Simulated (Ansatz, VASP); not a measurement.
# Pd (Pd(111) film of 3 layers): VASP beside Ansatz

Wanted: the spread between two codes on one cell, functional and k mesh. The cell is taken from a series of runs on this material, whose earlier steps may have relaxed, scaled, displaced or heated it; both programs get it as it stands.

Method: plane waves, with VASP 6.6.1 beside it; LDA, in Ansatz 0.2.0.

**1. The structure**

The cell holds 3 atoms: 3 Pd. Cell: a = 2.644 Å, b = 2.644 Å, c = 32.784 Å, α = 90.0°, β = 90.0°, γ = 120.0°. It derives from Pd. Vacuum lies along c.

**2. VASP: zone-centre phonons, LDA**

Second derivatives magnify differences that forces hide, and they need a tight electronic threshold.

Lines of VASP's logs that name or quote its potential files are left out, and so is its time.

The input, INCAR:

```
SYSTEM = Pd
PREC = Accurate
ENCUT = 500
EDIFF = 1E-08
NELM = 120
ISMEAR = 1
SIGMA = 0.2
LREAL = .FALSE.
ALGO = Normal
GGA = PW92
NBANDS = 21
LASPH = .TRUE.
LORBIT = 11
LWAVE = .FALSE.
LCHARG = .FALSE.
ISIF = 2
IBRION = 8
GGA_COMPAT = .FALSE.
NELMDL = -8
KPAR = 2
```

The input, POSCAR:

```
Pd
1.0
    2.6436031645     -0.0000027744      0.0000000000
   -1.3217991796      2.2894288852      0.0000000000
    0.0000000000      0.0000000000     32.7835731424
Pd
3
Direct
    0.0000000001      0.0000000000      0.1668653671
    0.3333333334      0.6666666667      0.2362736657
    0.6666666667      0.3333333334      0.3056819643
```

The input, KPOINTS:

```
Automatic mesh
0
Gamma
8 8 1
0 0 0
```

Potentials, in the order of the species: Pd (LDA family, release 64).

Run with:

```
mpirun -np 2 vasp_std
```

Numbers of over 12 decimals in the logs are rounded to 6 here.

The log of the run:

```text
[banner, memory and clock lines left out]
running    2 mpi-ranks, on    1 nodes
 distrk:  each k-point on    1 cores,    2 groups
 distr:  one band on    1 cores,    1 groups

 POSCAR found type information on POSCAR Pd
 POSCAR found :  1 types and       3 ions
|                                                                             |
|               ----> ADVICE to this user running VASP <----                  |
|                                                                             |
|     You enforced a specific xc type in the INCAR file but a different       |
|     [... a line on the potential file left out ...]
|     I HOPE YOU KNOW WHAT YOU ARE DOING!                                     |
|                                                                             |

 LDA part: xc-table for (Slater(with rela. corr.)+PW92), standard interpolation
 POSCAR, INCAR and KPOINTS ok, starting setup
 FFT: planning ... GRIDC
 FFT: planning ... GRID_SOFT
 FFT: planning ... GRID
 WAVECAR not read
 entering main loop
       N       E                     dE             d eps       ncg     rms          rms(c)
DAV:   1     0.193351922723E+03    0.19335E+03   -0.11975E+04   428   0.110E+03
DAV:   2    -0.113787388248E+02   -0.20473E+03   -0.19666E+03   585   0.239E+02
DAV:   3    -0.188195599237E+02   -0.74408E+01   -0.71639E+01   478   0.512E+01
DAV:   4    -0.189472252057E+02   -0.12767E+00   -0.12656E+00   581   0.685E+00
DAV:   5    -0.189496906632E+02   -0.24655E-02   -0.24649E-02   531   0.840E-01
DAV:   6    -0.189497914939E+02   -0.10083E-03   -0.10083E-03   634   0.149E-01
DAV:   7    -0.189497946620E+02   -0.31681E-05   -0.31681E-05   544   0.208E-02
DAV:   8    -0.189497948882E+02   -0.22620E-06   -0.22637E-06   546   0.446E-03    0.147E+01
DAV:   9    -0.181548748688E+02    0.79492E+00   -0.31909E+00   440   0.136E+01    0.754E+00
DAV:  10    -0.197704985019E+02   -0.16156E+01   -0.18087E+01   448   0.333E+01    0.124E+01
DAV:  11    -0.182075868348E+02    0.15629E+01   -0.22114E+00   448   0.177E+01    0.471E+00
DAV:  12    -0.181593873182E+02    0.48200E-01   -0.39385E+00   468   0.143E+01    0.401E+00
DAV:  13    -0.180107807618E+02    0.14861E+00   -0.14363E+00   448   0.852E+00    0.576E-01
DAV:  14    -0.180055996922E+02    0.51811E-02   -0.24915E-02   486   0.125E+00    0.195E-01
[...]
DAV:  27    -0.180059688284E+02   -0.70077E-06   -0.17176E-08   312   0.529E-04    0.606E-04
DAV:  28    -0.180059691748E+02   -0.34646E-06   -0.19085E-08   336   0.938E-04    0.114E-04
DAV:  29    -0.180059696775E+02   -0.50272E-06   -0.94955E-09   319   0.453E-04    0.145E-04
DAV:  30    -0.180059698054E+02   -0.12790E-06   -0.10207E-09   318   0.239E-04    0.133E-04
DAV:  31    -0.180059698800E+02   -0.74524E-07   -0.26972E-10   315   0.117E-04    0.757E-05
DAV:  32    -0.180059699005E+02   -0.20587E-07   -0.31249E-11   295   0.418E-05    0.699E-05
DAV:  33    -0.180059699208E+02   -0.20216E-07   -0.51437E-10   275   0.157E-04    0.214E-05
DAV:  34    -0.180059699243E+02   -0.35175E-08    0.17715E-13   305   0.328E-05
   1 F= -.18005970E+02 E0= -.18004116E+02  d E =-.556251E-02
 Linear response reoptimize wavefunctions to high precision
DAV:   1    -0.180059699249E+02   -0.64392E-09    0.18181E-11   285   0.187E-05
DAV:   2    -0.180059699250E+02   -0.72760E-10    0.25005E-11   305   0.657E-06
 Linear response DOF=           4
 Linear response progress:
  Degree of freedom:   1/  4
       N       E                     dE             d eps       ncg     rms          rms(c)
RMM:   1    -0.235053171292E+00   -0.23505E+00   -0.22476E-01  2315   0.324E+00
RMM:   2    -0.234890943545E+00    0.16223E-03   -0.34501E-03  2159   0.418E-01    0.897E-02
RMM:   3    -0.234518234141E+00    0.37271E-03   -0.12815E-04  2188   0.830E-02    0.494E-02
RMM:   4    -0.234210789275E+00    0.30744E-03   -0.23158E-04  2299   0.828E-02    0.401E-02
RMM:   5    -0.234202194354E+00    0.85949E-05   -0.85793E-06  2327   0.192E-02    0.313E-02
RMM:   6    -0.234165309702E+00    0.36885E-04   -0.20467E-06  2316   0.903E-03    0.737E-03
RMM:   7    -0.234112833272E+00    0.52476E-04   -0.21916E-06  2345   0.930E-03    0.137E-02
RMM:   8    -0.234100740413E+00    0.12093E-04   -0.13572E-06  2335   0.721E-03    0.941E-04
RMM:   9    -0.234099845202E+00    0.89521E-06    0.59198E-09  2327   0.785E-04    0.458E-04
RMM:  10    -0.234099269070E+00    0.57613E-06   -0.10049E-07  2374   0.228E-04    0.139E-04
RMM:  11    -0.234098744064E+00    0.52501E-06   -0.29692E-08  2364   0.971E-05    0.456E-05
RMM:  12    -0.234098668830E+00    0.75233E-07   -0.10948E-08  2403   0.416E-05    0.117E-05
RMM:  13    -0.234098690319E+00   -0.21489E-07   -0.17203E-08  2400   0.300E-05    0.107E-05
RMM:  14    -0.234098697083E+00   -0.67640E-08   -0.19751E-08  2411   0.228E-05    0.428E-06
 first order change of Fermi-energy   0.21424E-03
 force on displaced ion       1 direction 1 :  -0.639  -0.000   0.001
 Linear response progress:
  Degree of freedom:   2/  4
       N       E                     dE             d eps       ncg     rms          rms(c)
RMM:   1    -0.318733710499E+00   -0.31873E+00   -0.25707E-01   694   0.345E+00
RMM:   2    -0.317131254649E+00    0.16025E-02   -0.45520E-03   637   0.478E-01    0.230E-01
RMM:   3    -0.324354587908E+00   -0.72233E-02   -0.14883E-03   686   0.236E-01    0.101E+00
RMM:   4    -0.317435870136E+00    0.69187E-02   -0.82087E-04   689   0.172E-01    0.195E-01
RMM:   5    -0.318200565351E+00   -0.76470E-03   -0.87160E-04   684   0.185E-01    0.278E-01
RMM:   6    -0.317696138179E+00    0.50443E-03   -0.42001E-04   683   0.124E-01    0.309E-02
RMM:   7    -0.317630703990E+00    0.65434E-04   -0.48532E-06   672   0.136E-02    0.181E-02
RMM:   8    -0.317558558417E+00    0.72146E-04   -0.32730E-06   682   0.108E-02    0.223E-03
RMM:   9    -0.317541502219E+00    0.17056E-04   -0.16364E-07   694   0.244E-03    0.230E-03
RMM:  10    -0.317537374695E+00    0.41275E-05   -0.26310E-08   701   0.953E-04    0.953E-04
RMM:  11    -0.317536697847E+00    0.67685E-06   -0.16560E-08   715   0.407E-04    0.193E-04
RMM:  12    -0.317537740221E+00   -0.10424E-05   -0.40790E-08   725   0.260E-04    0.120E-04
RMM:  13    -0.317539906600E+00   -0.21664E-05   -0.13960E-07   746   0.224E-04    0.971E-05
RMM:  14    -0.317540979722E+00   -0.10731E-05   -0.28880E-07   747   0.158E-04    0.304E-05
RMM:  15    -0.317541052125E+00   -0.72403E-07   -0.42899E-08   752   0.923E-05    0.288E-05
RMM:  16    -0.317541092855E+00   -0.40730E-07   -0.55976E-08   746   0.605E-05    0.416E-05
RMM:  17    -0.317541111515E+00   -0.18660E-07   -0.15454E-08   754   0.551E-05    0.153E-05
RMM:  18    -0.317541056283E+00    0.55232E-07   -0.37546E-08   736   0.394E-05    0.369E-06
RMM:  19    -0.317541054740E+00    0.15430E-08    0.56929E-09   711   0.271E-05    0.240E-06
 first order change of Fermi-energy   0.22786E+00
 force on displaced ion       1 direction 3 :  -0.000   0.000  -5.824
 Linear response progress:
  Degree of freedom:   3/  4
       N       E                     dE             d eps       ncg     rms          rms(c)
RMM:   1    -0.237435611798E+00   -0.23744E+00   -0.23688E-01  1486   0.311E+00
RMM:   2    -0.235564133699E+00    0.18715E-02   -0.32146E-03  1327   0.398E-01    0.100E-01
RMM:   3    -0.235157677417E+00    0.40646E-03   -0.22767E-04  1342   0.890E-02    0.534E-02
RMM:   4    -0.234901912164E+00    0.25577E-03   -0.34621E-04  1393   0.945E-02    0.181E-02
RMM:   5    -0.234888433355E+00    0.13479E-04   -0.85433E-06  1436   0.208E-02    0.166E-02
RMM:   6    -0.234814396128E+00    0.74037E-04   -0.10678E-05  1419   0.185E-02    0.540E-03
RMM:   7    -0.234794703980E+00    0.19692E-04   -0.22384E-06  1393   0.850E-03    0.284E-04
RMM:   8    -0.234793348212E+00    0.13558E-05   -0.12876E-07  1458   0.186E-03    0.425E-04
RMM:   9    -0.234791116353E+00    0.22319E-05    0.60222E-08  1406   0.479E-04    0.124E-04
RMM:  10    -0.234790040112E+00    0.10762E-05   -0.10088E-07  1452   0.207E-04    0.224E-05
RMM:  11    -0.234789936344E+00    0.10377E-06   -0.43418E-08  1466   0.640E-05    0.168E-05
RMM:  12    -0.234789789506E+00    0.14684E-06   -0.27218E-08  1458   0.412E-05    0.310E-06
RMM:  13    -0.234789783177E+00    0.63289E-08   -0.44579E-08  1461   0.271E-05    0.181E-06
 first order change of Fermi-energy   0.29238E-03
 force on displaced ion       2 direction 1 :  -1.873   0.000   0.000
 Linear response progress:
  Degree of freedom:   4/  4
       N       E                     dE             d eps       ncg     rms          rms(c)
RMM:   1    -0.319781112795E+00   -0.31978E+00   -0.25782E-01   760   0.334E+00
RMM:   2    -0.313029926008E+00    0.67512E-02   -0.40499E-03   649   0.463E-01    0.228E-01
RMM:   3    -0.313155364347E+00   -0.12544E-03   -0.22820E-04   663   0.931E-02    0.149E-01
RMM:   4    -0.320622155636E+00   -0.74668E-02   -0.11447E-03   728   0.195E-01    0.980E-01
RMM:   5    -0.313657470959E+00    0.69647E-02   -0.10634E-03   716   0.193E-01    0.787E-02
RMM:   6    -0.313576672911E+00    0.80798E-04   -0.58443E-05   680   0.486E-02    0.646E-02
RMM:   7    -0.313525839210E+00    0.50834E-04   -0.14485E-05   696   0.234E-02    0.219E-02
RMM:   8    -0.313472781545E+00    0.53058E-04   -0.31808E-06   673   0.110E-02    0.968E-03
RMM:   9    -0.313460709108E+00    0.12072E-04   -0.27330E-07   683   0.343E-03    0.798E-04
RMM:  10    -0.313457081850E+00    0.36273E-05   -0.41004E-08   698   0.742E-04    0.493E-04
RMM:  11    -0.313455432474E+00    0.16494E-05   -0.93662E-08   707   0.213E-04    0.950E-05
RMM:  12    -0.313454866560E+00    0.56591E-06   -0.14969E-07   714   0.111E-04    0.353E-05
RMM:  13    -0.313454920826E+00   -0.54266E-07   -0.54455E-08   711   0.688E-05    0.171E-05
RMM:  14    -0.313454947920E+00   -0.27094E-07   -0.54674E-08   733   0.755E-05    0.139E-05
RMM:  15    -0.313454939960E+00    0.79599E-08   -0.49762E-08   731   0.628E-05    0.144E-05
 first order change of Fermi-energy   0.16007E-02
 force on displaced ion       2 direction 3 :   0.000  -0.000 -11.721
 Linear response finished
```

From OUTCAR (step 2):

```text
ion  position               nearest neighbor table
   1  0.000  0.000  0.167-   2 2.74   2 2.74   2 2.74
   2  0.333  0.667  0.236-   1 2.74   3 2.74   1 2.74   3 2.74   1 2.74   3 2.74
   3  0.667  0.333  0.306-   2 2.74   2 2.74   2 2.74

  LATTYP: Found a hexagonal cell.
 ALAT       =     2.6436031645
 C/A-ratio  =    12.4010946812

 Subroutine GETGRP returns: Found 12 space group operations
 (whereof  6 operations were pure point group operations)

The static configuration has the point symmetry C_3v.
 The point group associated with its full space group is D_3d.

 Found     10 irreducible k-points:

   k-points           NKPTS =     10   k-points in BZ     NKDIM =     10   number of bands    NBANDS=     21

   dimension x,y,z NGX =    20 NGY =   20 NGZ =  240
   dimension x,y,z NGXF=    40 NGYF=   40 NGZF=  480

   ENCUT  =  500.0 eV  36.75 Ry    6.06 a.u.   4.82  4.82 59.77*2*pi/ulx,y,z

   NELECT =      30.0000    total number of electrons

 k-points in reciprocal lattice and weights: Automatic mesh
   0.00000000  0.00000000  0.00000000       0.016
   0.12500000  0.00000000  0.00000000       0.094
   0.25000000  0.00000000  0.00000000       0.094
   0.37500000  0.00000000  0.00000000       0.094
   0.50000000  0.00000000  0.00000000       0.047
   0.12500000  0.12500000  0.00000000       0.094
   0.25000000  0.12500000  0.00000000       0.188
   0.37500000  0.12500000  0.00000000       0.188
   0.25000000  0.25000000  0.00000000       0.094
   0.37500000  0.25000000  0.00000000       0.094

 average (electrostatic) potential at core
       1 -82.6890       2 -83.0279       3 -82.6890

  Total       -0.0275148     -0.0275148      0.1371985      0.0000000     -0.0000000      0.0000000
  in kB       -0.2221758     -0.2221758      1.1078491      0.0000000     -0.0000000      0.0000000
  external PRESSURE =       0.2211658 kB  Pullay stress =       0.0000000 kB

  energy-cutoff  :      500.00
  volume of cell :      198.42
      direct lattice vectors                 reciprocal lattice vectors
     2.643603164 -0.000002774  0.000000000     0.378271830  0.218394813  0.000000000
    -1.321799180  2.289428885  0.000000000     0.000000458  0.436790421  0.000000000
     0.000000000  0.000000000 32.783573142     0.000000000  0.000000000  0.030503081

 POSITION                                       TOTAL-FORCE (eV/Angst)
 -----------------------------------------------------------------------------------
      0.00000     -0.00000      5.47044        -0.000000      0.000000     -0.032832
      0.00000      1.52628      7.74590         0.000000      0.000000     -0.000000
      1.32180      0.76314     10.02135         0.000000     -0.000000      0.032832
 -----------------------------------------------------------------------------------
    total drift:                                0.000000     -0.000000     -0.000007

 Eigenvectors and eigenvalues of the dynamical matrix
 ----------------------------------------------------

   1 f  =    6.357381 THz    39.944603 2PiTHz  212.059407 cm-1    26.292004 meV
             X         Y         Z           dx          dy          dz
      0.000000 -0.000000  5.470443    -0.000000    0.000000   -0.408647
      0.000002  1.526285  7.745895     0.000000   -0.000000    0.816097
      1.321802  0.763141 10.021347    -0.000000    0.000000   -0.408647

   2 f  =    3.640289 THz    22.872609 2PiTHz  121.426964 cm-1    15.055018 meV
             X         Y         Z           dx          dy          dz
      0.000000 -0.000000  5.470443    -0.000000    0.000000   -0.707107
      0.000002  1.526285  7.745895     0.000000   -0.000000    0.000000
      1.321802  0.763141 10.021347    -0.000000    0.000000    0.707107

   3 f  =    2.536241 THz    15.935670 2PiTHz   84.599880 cm-1    10.489044 meV
             X         Y         Z           dx          dy          dz
      0.000000 -0.000000  5.470443    -0.234797    0.332540   -0.000000
      0.000002  1.526285  7.745895     0.471617   -0.667947   -0.000000
      1.321802  0.763141 10.021347    -0.234797    0.332540   -0.000000

   4 f  =    2.536241 THz    15.935670 2PiTHz   84.599880 cm-1    10.489044 meV
             X         Y         Z           dx          dy          dz
      0.000000 -0.000000  5.470443    -0.332540   -0.234797   -0.000000
      0.000002  1.526285  7.745895     0.667947    0.471617   -0.000000
      1.321802  0.763141 10.021347    -0.332540   -0.234797   -0.000000

   5 f  =    0.895395 THz     5.625934 2PiTHz   29.867169 cm-1     3.703055 meV
             X         Y         Z           dx          dy          dz
      0.000000 -0.000000  5.470443     0.407839   -0.577639   -0.000000
      0.000002  1.526285  7.745895     0.000000    0.000000   -0.000000
      1.321802  0.763141 10.021347    -0.407839    0.577639   -0.000000

   6 f  =    0.895395 THz     5.625934 2PiTHz   29.867169 cm-1     3.703055 meV
             X         Y         Z           dx          dy          dz
      0.000000 -0.000000  5.470443    -0.577639   -0.407839    0.000000
      0.000002  1.526285  7.745895    -0.000000    0.000000    0.000000
      1.321802  0.763141 10.021347     0.577639    0.407839    0.000000

   7 f/i=    0.004396 THz     0.027618 2PiTHz    0.146618 cm-1     0.018178 meV
             X         Y         Z           dx          dy          dz
      0.000000 -0.000000  5.470443     0.000000   -0.000000    0.577068
      0.000002  1.526285  7.745895     0.000000   -0.000000    0.577915
      1.321802  0.763141 10.021347     0.000000   -0.000000    0.577068

   8 f/i=    0.005137 THz     0.032279 2PiTHz    0.171366 cm-1     0.021247 meV
             X         Y         Z           dx          dy          dz
      0.000000 -0.000000  5.470443    -0.010710    0.578077    0.000000
      0.000002  1.526285  7.745895    -0.010664    0.575596    0.000000
      1.321802  0.763141 10.021347    -0.010710    0.578077    0.000000

   9 f/i=    0.005137 THz     0.032279 2PiTHz    0.171366 cm-1     0.021247 meV
             X         Y         Z           dx          dy          dz
      0.000000 -0.000000  5.470443    -0.578077   -0.010710    0.000000
      0.000002  1.526285  7.745895    -0.575596   -0.010664    0.000000
      1.321802  0.763141 10.021347    -0.578077   -0.010710    0.000000

 ELASTIC MODULI CONTR FROM IONIC RELAXATION (kBar)
 Direction    XX          YY          ZZ          XY          YZ          ZX
 --------------------------------------------------------------------------------
 XX        -106.3770   -105.8935   -224.7139      0.0000     -2.5860      0.0000
 YY        -105.8935   -106.3770   -224.7139      0.0000      2.5860     -0.0000
 ZZ        -224.7139   -224.7139   -475.7736      0.0000     -0.0000     -0.0000
 XY           0.0000      0.0000      0.0000     -0.2417      0.0000      1.8996
 YZ          -2.5860      2.5860     -0.0000      0.0000    -27.6666     -0.0000
 ZX           0.0000     -0.0000     -0.0000      1.8996     -0.0000    -14.9287
 --------------------------------------------------------------------------------
```

(Continued in part 2 of 2.)

[Lines on the potential files, build, host, timing and source positions are cut from VASP's logs without a mark.]

[Logs are printed without paths, hosts, clocks, repeated set-up lines and the standing remarks that a program may print on its own settings, such as how far it seeks lower states.]

[Hosts, paths, dates, database ids (printed as entryN), source tags and the programs' standing remarks are cut or masked in the printed files.]
